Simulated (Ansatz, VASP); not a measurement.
# Two plane-wave programs on YZn

```xyz
2
Lattice="3.5787 0.0000 0.0000 0.0000 3.5787 0.0000 0.0000 0.0000 3.5787" Properties=species:S:1:pos:R:3 pbc="T T T"
Y     0.0000    0.0000    0.0000
Zn    1.7893    1.7893    1.7893
```

Alike in both runs: task relaxation of cell and atoms; functional LDA; k mesh 12 × 12 × 12; occupations gaussian, width 0.1 eV; no spin polarisation.

```csv
,VASP,Ansatz
version,VASP 6.6.1,Ansatz 0.2.0
potentials or method,"VASP PAW LDA potentials, release 64 (Y_sv, Zn)","scalar-relativistic, plane waves, PAW"
plane-wave cutoff (eV),600,420
valence electrons in the cell,23,23
```

```tsv
	VASP	Ansatz	Ansatz less VASP
gap on the k mesh at the Fermi level, each at its own relaxed structure (eV)	none	none	-
relaxed volume (Å³/atom)	20.98	20.97	-0.006
relaxed cell length with the largest relative difference (Å)	3.475	3.474	-0.0004
energy change over the relaxation (meV/atom)	-35	-35	-0.6
```

A gap of «none» marks a metal or a gap that the smearing closes.

LDA usually gives volumes a few per cent too small. Zero-point motion and thermal expansion aren't in these numbers.
